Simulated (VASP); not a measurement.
Here is the system:

```
PbO2
1.0
    5.02089     0.00000     0.00000
    0.00000     5.02089     0.00000
    0.00000     0.00000     3.44603
Pb O
2 4
Direct
  0.00000   0.00000   0.00000
  0.50000   0.50000   0.50000
  0.30723   0.30723   0.00000
  0.80723   0.19277   0.50000
  0.19277   0.80723   0.50000
  0.69277   0.69277   0.00000
```

The numbers are results of optB86b-vdW, VASP's PBE PAW potentials (set 64) (plane waves; VASP), not measurements. Numerical set-up: 520 eV cut-off, 5×5×7 Γ-centred mesh, tetrahedra with Blöchl corrections, potentials Pb_d O.

The cores are frozen, which limits the accuracy of field gradients.

**Question.** Give the principal components of the electric field gradient (V/Å²) and the asymmetry η at each nucleus.

**Answer.** 
| atom | Vxx | Vyy | Vzz | η |
|---|---|---|---|---|
| Pb1 | -102.9 | -26.1 | 129.0 | 0.60 |
| Pb2 | -102.9 | -26.1 | 129.0 | 0.60 |
| O3 | 78.7 | 53.6 | -132.4 | 0.19 |
| O4 | 78.7 | 53.6 | -132.4 | 0.19 |
| O5 | 78.7 | 53.6 | -132.4 | 0.19 |
| O6 | 78.7 | 53.6 | -132.4 | 0.19 |

The compound is PbO2 in the rutile structure. It was relaxed first.
